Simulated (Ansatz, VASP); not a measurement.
# WSeS: VASP beside Ansatz, part 2 of 2

Wanted: the spread between two codes on one cell, functional and k mesh. The cell is taken from a series of runs on this material, whose earlier steps may have relaxed, scaled, displaced or heated it; both programs get it as it stands.

VASP 6.6.1 and Ansatz 0.2.0.

So far: The structure; VASP: relaxation of cell and atoms, PBEsol.

### 3. Ansatz: relaxation of cell and atoms, PBEsol

Level of this step: Ansatz beside VASP: Kohn-Sham DFT, plane waves, PBEsol (Ansatz).

Ansatz runs on its default PAW (the set named soft_2) files.

The same cell, functional and mesh now go to Ansatz, which takes its cutoff from its data sets.

Input file input.yaml:

```yaml
crystal:
  lattice:
    - [3.2057223596, 0.0, 0.0]
    - [-1.6028611798, 2.7762370008, 0.0]
    - [0.0, 0.0, 22.5449320958]
  atoms:
    - { symbol: W, position: [0.0, 0.0, 0.1575201507] }
    - { symbol: W, position: [0.3333333333, 0.6666666667, 0.4443463783] }
    - { symbol: Se, position: [0.0, 0.0, 0.5196459992] }
    - { symbol: Se, position: [0.0, 0.0, 0.3689641485] }
    - { symbol: S, position: [0.3333333333, 0.6666666667, 0.0889868471] }
    - { symbol: S, position: [0.3333333333, 0.6666666667, 0.2261404663] }
kpoints:
  mp_grid: { grid: [9, 9, 1] }
hamiltonian:
  xc: pbesol
scf:
  occupations: { method: fixed }
output:
  forces: true
  stress: true
  eigenvalues: true
relax:
  adjacent_minimum: "off"
  f_tol: 0.001
  max_steps: 60
  cell: { stress_tol: 0.01 }
```

Command:

```console
$ ansatz run input.yaml --threads 16 --pin off --max-ram 61440MiB --backend cuda --events-out ev --progress --plain --runs-dir out
```

Numbers of over 12 decimals in the logs are rounded to 6 here.

Output:

```text
Engine: ansatz 0.2.0, aarch64-unknown-linux-gnu
Pseudopotentials: kind: paw
Pseudopotential: W, paw, valence charge 14, recommended cutoff 420 eV (normal), W.paw.azcp
Pseudopotential: Se, paw, valence charge 16, recommended cutoff 420 eV (normal), Se.paw.azcp
Pseudopotential: S, paw, valence charge 6, recommended cutoff 420 eV (normal), S.paw.azcp
Functional definition: PBEsol
  exchange = pbesol_x
  correlation = pbesol_c
device memory: the entry about to start is reckoned to put 14.9 GiB on a device that reports 182.5 GiB free
GPU FFT provider: cuFFT
GPU libraries: cuBLAS 13.8.1, cuFFT 12.4.0, cuSOLVER 12.3.2
GPU matrix products: emulated (plane waves: as basis.precision tells), large ones in fixed point in workspaces of 1.00 GiB
Crystal: 6 atoms, lattice volume = 200.646 Å³
Basis set: ecut = 420 eV, 3939 PW (Γ), exchange–correlation on 48×48×320 points (8 copies of the dense FFT grid, shifted against one another)
Bands: 44, of which v1, the nominal top of the filled ones, is band 36 counted from 1 (35 counted from 0)
Symmetry: 6 space group operations
Space group: P3m1 (ITA 156), of the structure as read, at distance tolerance 5.9e-5 Å
k-points: 12 of 81 (time reversal used)
Non-local potential: W, projectors of the file, l = 0: 3, l = 1: 2, l = 2: 2, l = 3: 1
Non-local potential: Se, projectors of the file, l = 0: 2, l = 1: 2, l = 2: 3, l = 3: 1
Non-local potential: S, projectors of the file, l = 0: 2, l = 1: 2, l = 2: 2
PAW form: soft (Blöchl's): semilocal exchange-correlation on the pseudo side does not see the compensation charge
PAW frozen core: W, regenerated for the run's functional, and the local potential with it (the file was generated under x = pbe(κ = 0.804, μ = 0.219515), c = pbe(β = 0.066725))
PAW frozen core: Se, regenerated for the run's functional, and the local potential with it (the file was generated under x = pbe(κ = 0.804, μ = 0.219515), c = pbe(β = 0.066725))
PAW frozen core: S, regenerated for the run's functional, and the local potential with it (the file was generated under x = pbe(κ = 0.804, μ = 0.219515), c = pbe(β = 0.066725))
PAW one-centre angular grid: W, 590 points (default); XC on 64 Gauss nodes
PAW one-centre angular grid: Se, 590 points (default); XC on 64 Gauss nodes
PAW one-centre angular grid: S, 110 points (default); XC on 64 Gauss nodes
Initial density: superposition of atomic densities (neutral atoms: chi_scale 0, normalization atom), corrected by the library's trained network
Initial wavefunctions: pseudopotential atomic-orbital guess
GPU buffer pool allocated for 92160 grid points (all kernels)
GPU transforms: local potential and band sums: pruned to the plane-wave sphere, on 24×24×150
Functional: x = pbesol(κ = 0.804, μ = 0.123457), c = pbesol(β = 0.046)
SCF iter   1: F=—  HF=-33135.749616 eV  |F-HF|=—  |Δ(HF+E_count)|=         —  Δρ=5.52e-3  dr2=1.21e-1  ethr=1.77e-3  ⟨swp⟩=5.9  Hψ=1936  notcnv=0  defer=62
preconditioner: auto → Resta (q_TF=auto, 2.300 Å⁻¹)  ε∞=4.3  [insulator: Δε(μ)=0.983 eV  Ē_g=8.602 eV  n_scr=34 (ndim 8)  ℏωp=15.7 eV  f_vac=0.434  ε∞_Penn≈4.3  vacuum switching on, ρ_ref=5.4e-3 e/Å³]
SCF iter   2: F=—  HF=-33135.741359 eV  |F-HF|=—  |Δ(HF+E_count)|=   8.26e-3  Δρ=2.56e-3  dr2=2.00e-2  ethr=1.68e-4  ⟨swp⟩=3.0  Hψ=865  notcnv=0  defer=72
SCF iter   3: F=—  HF=-33135.741269 eV  |F-HF|=—  |Δ(HF+E_count)|=   9.05e-5  Δρ=1.47e-3  dr2=2.59e-3  ethr=2.78e-5  ⟨swp⟩=2.3  Hψ=652  notcnv=0  defer=72
SCF iter   4: F=—  HF=-33135.743052 eV  |F-HF|=—  |Δ(HF+E_count)|=   1.78e-3  Δρ=4.76e-4  dr2=2.35e-3  ethr=3.60e-6  ⟨swp⟩=2.1  Hψ=852  notcnv=0  defer=72
SCF iter   5: F=—  HF=-33135.742907 eV  |F-HF|=—  |Δ(HF+E_count)|=   1.44e-4  Δρ=1.43e-4  dr2=6.40e-5  ethr=3.27e-6  ⟨swp⟩=2.1  Hψ=614  notcnv=0  defer=72
SCF iter   6: F=—  HF=-33135.742952 eV  |F-HF|=—  |Δ(HF+E_count)|=   4.49e-5  Δρ=5.65e-5  dr2=3.37e-5  ethr=8.89e-8  ⟨swp⟩=2.7  Hψ=973  notcnv=0  defer=61
SCF iter   7: F=—  HF=-33135.742951 eV  |F-HF|=—  |Δ(HF+E_count)|=   1.06e-6  Δρ=3.22e-5  dr2=4.57e-6  ethr=4.68e-8  ⟨swp⟩=2.0  Hψ=621  notcnv=0  defer=62
SCF iter   8: F=—  HF=-33135.742951 eV  |F-HF|=—  |Δ(HF+E_count)|=   2.59e-7  Δρ=1.66e-5  dr2=1.52e-6  ethr=6.35e-9  ⟨swp⟩=3.1  Hψ=1070  notcnv=0  defer=61
SCF iter   9: F=—  HF=-33135.742952 eV  |F-HF|=—  |Δ(HF+E_count)|=   1.39e-7  Δρ=5.51e-6  dr2=1.40e-7  ethr=2.11e-9  ⟨swp⟩=2.5  Hψ=825  notcnv=0  defer=61
SCF iter  10: F=-33135.742952 eV  HF=-33135.742952 eV  |F-HF|=4.64e-9  |Δ(HF+E_count)|=   4.26e-9  Δρ=2.14e-6  dr2=3.42e-8  ethr=1.39e-10  ⟨swp⟩=14.1  Hψ=2866  notcnv=0
SCF 1 converged in 10 iterations: F = -33135.742952 eV  dr2 = 3.42e-8
  greatest PAW one-centre occupation: 1.000 electrons in one spin orbital (limit 2), on the Se atom at site 3 (counted from 0), in its partial waves of l = 2
[...]
SCF iter   9: F=-33135.742948 eV  HF=-33135.742948 eV  |F-HF|=1.02e-10  |Δ(HF+E_count)|=  1.46e-11  Δρ=1.04e-7  dr2=9.13e-11  ethr=1.00e-12  ⟨swp⟩=9.7  Hψ=2496  notcnv=0
SCF 2 converged in 9 iterations: F = -33135.742948 eV  dr2 = 9.13e-11
relax step   2: F+E_penalty+E_count = -33135.74294841 eV  Δ(F+E_penalty+E_count) = +3.185e-6 eV  max|allowed force component| = 5.538e-4 eV/Å  Δτ_max = 0.0025 Å  P = -0.004 GPa  Ω = 200.688 Å³  energy of the carried Pulay correction = -4.189e-6 eV  (9 SCF iters, dr2 threshold 4.44e-10 eV, accepted)
device memory: the entry about to start is reckoned to put 14.9 GiB on a device that reports 182.5 GiB free
GPU FFT provider: cuFFT
GPU libraries: cuBLAS 13.8.1, cuFFT 12.4.0, cuSOLVER 12.3.2
GPU matrix products: emulated (plane waves: as basis.precision tells), large ones in fixed point in workspaces of 1.00 GiB
Initial wavefunctions: pseudopotential atomic-orbital guess (no wavefunctions were taken with the density)
GPU buffer pool allocated for 92160 grid points (all kernels)
GPU transforms: local potential and band sums: pruned to the plane-wave sphere, on 24×24×150
iter 1 solved again at ethr=2.18e-7 eV; its pass at ethr=3.10e-3 eV (dr2=1.57e-4 eV) is discarded
SCF iter   1: F=—  HF=-33135.742722 eV  |F-HF|=—  |Δ(HF+E_count)|=         —  Δρ=1.34e-6  dr2=6.35e-9  ethr=2.18e-7  ⟨swp⟩=4.2  Hψ=3451  notcnv=0  defer=72
eigensolver tolerance schedule: the retry pair's looser diagonalisation over-reported the residual by 24714.93 of it (diagonalisation noise at an unbounded share of the residual, at the tolerance the schedule requests for it); recorded, not acted on — ethr = c·dr2/N_el stays at c = 1.0e-1
preconditioner: auto → Resta (q_TF=auto, 2.300 Å⁻¹)  ε∞=4.3  [insulator: Δε(μ)=0.981 eV  Ē_g=8.634 eV  n_scr=34 (ndim 8)  ℏωp=15.7 eV  f_vac=0.433  ε∞_Penn≈4.3  vacuum switching on, ρ_ref=5.4e-3 e/Å³]
SCF iter   2: F=—  HF=-33135.742958 eV  |F-HF|=—  |Δ(HF+E_count)|=   2.35e-4  Δρ=8.18e-7  dr2=3.84e-9  ethr=8.82e-12  ⟨swp⟩=5.1  Hψ=1737  notcnv=0  defer=72
SCF iter   3: F=—  HF=-33135.742958 eV  |F-HF|=—  |Δ(HF+E_count)|=  5.09e-10  Δρ=5.32e-7  dr2=8.30e-10  ethr=5.33e-12  ⟨swp⟩=2.0  Hψ=555  notcnv=0  defer=72
SCF iter   4: F=—  HF=-33135.742958 eV  |F-HF|=—  |Δ(HF+E_count)|=  6.55e-11  Δρ=3.63e-7  dr2=4.09e-10  ethr=1.15e-12  ⟨swp⟩=1.8  Hψ=526  notcnv=0  defer=72
SCF iter   5: F=—  HF=-33135.742958 eV  |F-HF|=—  |Δ(HF+E_count)|=  1.16e-10  Δρ=5.64e-8  dr2=1.31e-11  ethr=1.00e-12  ⟨swp⟩=2.0  Hψ=687  notcnv=0  defer=72
SCF iter   6: F=—  HF=-33135.742958 eV  |F-HF|=—  |Δ(HF+E_count)|=  4.37e-11  Δρ=3.59e-8  dr2=7.84e-12  ethr=1.00e-12  ⟨swp⟩=1.0  Hψ=507  notcnv=0  defer=72
SCF iter   7: F=—  HF=-33135.742958 eV  |F-HF|=—  |Δ(HF+E_count)|=  2.18e-11  Δρ=2.60e-8  dr2=3.96e-12  ethr=1.00e-12  ⟨swp⟩=1.0  Hψ=507  notcnv=0  defer=72
SCF iter   8: F=-33135.742958 eV  HF=-33135.742958 eV  |F-HF|=5.82e-11  |Δ(HF+E_count)|=    0.00e0  Δρ=1.24e-8  dr2=7.04e-13  ethr=1.00e-12  ⟨swp⟩=15.5  Hψ=3292  notcnv=0
SCF 3 converged in 8 iterations: F = -33135.742958 eV  dr2 = 7.04e-13
relax step   3: F+E_penalty+E_count = -33135.74295764 eV  Δ(F+E_penalty+E_count) = -9.227e-6 eV  max|allowed force component| = 5.571e-4 eV/Å  Δτ_max = 0.0000 Å  P = -0.004 GPa  Ω = 200.688 Å³  stress off target by 3.91e-3 GPa  SCF on the basis re-selected at this cell (its energy is not comparable with the rows above)  (8 SCF iters)
basis re-selected at this cell: Δ(F+E_penalty+E_count) = -9.227e-6 eV, ΔP = -0.000 GPa vs the last step (what re-selecting the basis moved, of the pressure what is left beyond the Pulay correction that the steps carried, after the strain that the cell walked since its last selection, with what the two solves' SCF thresholds leave and, on support functions, any second-order correction that the steps lacked; it is no m [...]
SCF converged after 8 iterations
Free energy (F): -33135.742958 eV
Harris-Foulkes:  -33135.742958 eV  (|F-HF|=5.82e-11)
Internal energy: -33135.742958 eV  (E = F + TS)
E sigma→0 (E₀):  -33135.742958 eV
Fermi energy:    4.672034 eV
--- Per-component energies (eV) ---
  E_band       = -1578.231330
  E_kinetic    = 1356.959444
  E_local      = -54370.811070  (includes V_loc(G=0)·N_el)
  E_nonlocal   = -1120.881801
  E_hartree    = 26618.800808
  E_xc         = -931.797031
  E_vxc        = -851.378130  (∫ρ·V_xc dr)
  E_paw        = -21776.683306  (= ΣΔE_a)
  E_vpaw       = 170.280042  (= ΣTr[D̂ρ^β])
  E_aug_tail   = -0.001339  (compensation charges beyond the density's cutoff)
  E_ewald      = 17086.086953
  E_core_change = 2.584384  (= ΣΔE_core)
  E_smearing   = -0.000000  (= −TS)
  E_closure    = 0.000000  (closes the sum)
  Σ components = -33135.742958   (vs F -33135.742958, Δ=0.00e0)
--- Forces (eV/Å), atoms counted from 1 ---
  atom   1  W     -0.00000000     0.00000000    -0.00028477
  atom   2  W      0.00000000     0.00000000     0.00034327
  atom   3  Se    -0.00000000     0.00000000    -0.00036826
  atom   4  Se    -0.00000000     0.00000000    -0.00037411
  atom   5  S      0.00000000     0.00000000     0.00055717
  atom   6  S      0.00000000    -0.00000000     0.00012724
  max |Σ_I F_I| component: 5.42e-7 eV/Å
--- Stress (GPa, compression-positive) ---
       -0.003909       0.000000      -0.000000
        0.000000      -0.003909       0.000000
       -0.000000       0.000000      -0.002740
  P = ⅓ Tr σ = -0.0035 GPa (-0.035 kbar)
--- Band table (eV; the first three rows and the last of 12) ---
  k-point 0: bands = [... 32 lower, 3.7026, 3.7026, 3.8692, 4.4935, 6.8367, 6.8367, 7.0754, 7.0754, ... 4 higher]
  k-point 1: bands = [... 32 lower, 3.3700, 3.5936, 3.8507, 4.2817, 6.7009, 6.7293, 6.8965, 7.2009, ... 4 higher]
  k-point 2: bands = [... 32 lower, 3.0882, 3.2072, 3.3897, 3.7162, 6.2880, 6.5912, 6.6938, 7.0245, ... 4 higher]
  k-point 11: bands = [... 32 lower, 1.7878, 2.1483, 3.9649, 4.6720, 5.6530, 6.6614, 7.0787, 7.6248, ... 4 higher]
--- Relaxed structure (2 steps of the walk, 2 accepted, 1 SCFs on fresh bases) ---
  F+E_penalty+E_count = -33135.74295764 eV   max|allowed force component| = 5.571e-4 eV/Å   (the final SCF, on the basis selected at the relaxed cell)
  cell:  # Å, volume = 200.6882 Å³
    - [3.205849, 0, 0.0]
    - [-1.602924, 2.776346, 0]
    - [0, 1.4077839658697704e-19, 22.547847]
  atoms:
    - { symbol: W, position: [0, -3.703737323033973e-17, 0.157421] }
    - { symbol: W, position: [0.333333, 0.666667, 0.444447] }
    - { symbol: Se, position: [0, -3.697963908769532e-17, 0.519738] }
    - { symbol: Se, position: [0, -3.697377441098354e-17, 0.369076] }
    - { symbol: S, position: [0.333333, 0.666667, 0.088890] }
    - { symbol: S, position: [0.333333, 0.666667, 0.226032] }
```

The column dr2 measures how far the density is from self-consistency, as an energy; F and HF (Harris–Foulkes) agree once it is small.

### 4. Differences

Known differences besides the potentials themselves: fixed occupations in Ansatz, narrow Gaussian smearing in VASP; the data sets hold 72 valence electrons in Ansatz (on its default PAW (the set named soft_2) files) and 36 in VASP; the cutoff is 420 eV in Ansatz and 600 eV in VASP; Ansatz makes its cores anew for this functional, VASP keeps those of its PBE data sets; Ansatz adds a Pulay correction to the stress that steers its cell, VASP none. Total energies have different zeros and are not compared.

Compared:

```
                                         quantity  Ansatz    VASP  difference
                                      volume (Å³)  200.69  200.28     +0.21 %
edge a after relaxation, in the typed setting (Å)   3.206   3.203     +0.10 %
edge c after relaxation, in the typed setting (Å)  22.548  22.548     +0.00 %
```

### 5. What came out

```json
{"difference in volume (relaxation of cell and atoms, PBEsol)": "0.21 %"}
```

The difference in volume is 0.21 % (relaxation of cell and atoms, PBEsol), within the 1.2 % picked in this series as the mark of a large difference, as far as the stopping tolerances let one tell. The data sets hold unlike numbers of valence electrons (72 in Ansatz and 36 in VASP), so part of the differences comes from the potentials. 1 further run of this series is not shown here. How closely two codes agree says nothing of how well the functional describes the real material.

[Lines on the potential files, build, host, timing and source positions are cut from VASP's logs without a mark.]

[Logs are printed without paths, hosts, clocks, repeated set-up lines and the standing remarks that a program may print on its own settings, such as how far it seeks lower states.]

[Hosts, paths, dates, database ids (printed as entryN), source tags and the programs' standing remarks are cut or masked in the printed files.]
